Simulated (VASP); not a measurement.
```
NbTe
1.0
    0.00000     3.26160     3.26160
    3.26160     0.00000     3.26160
    3.26160     3.26160     0.00000
Nb Te
1 1
Cartesian
  0.00000   0.00000   0.00000
  3.26160   3.26160   3.26160
```

Method: r2SCAN meta-GGA, VASP's PBE PAW potentials (set 64) (plane waves; VASP). Numerical set-up: 400 eV cut-off, 9×9×9 Γ-centred mesh, first-order Methfessel-Paxton smearing of 0.10 eV, potentials Nb_sv Te.

Energy and stress use the plane-wave basis of the starting cell.

Question: The ions, cell shape and volume are relaxed. What does this cell relax into?

Answer: 
```
NbTe
1.0
    0.00000     2.84271     2.84271
    2.84271     0.00000     2.84271
    2.84271     2.84271     0.00000
Nb Te
1 1
Cartesian
  2.84271   2.84271   5.68542
  2.84271   2.84271   2.84271
```
Space group Fm-3m (225), at a tolerance of 0.03 Å.

Question: How do energy and volume change from the first to the last step?

Answer: The energy (σ→0) changes by -911.4 meV/atom and the volume by -33.8 %, in 6 ionic steps.

The structure was generated: NbTe was put into the rock salt type (Fm-3m), which need not be its known phase. This run relaxes it. Symmetry was kept, so distortions that lower it aren't found. The electron count is odd and the run is not spin-polarised, which forces a metal. VASP warned that the highest band is occupied, so more bands are needed.
